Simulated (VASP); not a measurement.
```yaml
crystal:
  lattice:
    - [2.98991, 0.00000, 0.00000]
    - [0.00000, 2.98991, 0.00000]
    - [0.00000, 0.00000, 2.98991]
  atoms:
    - { symbol: Cu, position: [0.00000, 0.00000, 0.00000] }
    - { symbol: As, position: [0.50000, 0.50000, 0.50000] }
```

The base run (VASP): PBE GGA, plane waves, VASP's PBE PAW potentials (set 64). Run with 400 eV cut-off, 8×8×8 Γ-centred mesh, Gaussian smearing of 0.050 eV, potentials Cu As.

One setting is varied; ΔE counts from the most expensive setting. The base run took about 10 core-seconds. Costs are core time on shared hosts, one run each; read them as rough ratios.

Pressures at a finite cut-off, here 400 eV, hold a Pulay part, which wasn't tested here.

```
setting                          cost over the base run  electronic steps  ΔE (meV/atom)  pressure (GPa)
-------------------------------  ----------------------  ----------------  -------------  --------------
KPOINTS 3×3×3 Γ-centred mesh                  about 1/2                14         -456.6           17.18
KPOINTS 4×4×4 Γ-centred mesh       within a factor of 2                13         -131.0           22.86
KPOINTS 7×7×7 Γ-centred mesh       within a factor of 2                14           14.8           22.71
base run                                      reference                14           -6.2           23.05
KPOINTS 11×11×11 Γ-centred mesh    within a factor of 2                14           -0.3           22.87
KPOINTS 10×10×10 Γ-centred mesh    within a factor of 2                15            2.2           23.71
KPOINTS 14×14×14 Γ-centred mesh           about 2 times                14            0.0           22.96
```

Left out are runs that failed, have no time on record or changed the cell.

The structure was generated: CuAs was put into the CsCl type (Pm-3m), which need not be its known phase. The cell was not relaxed at this level.
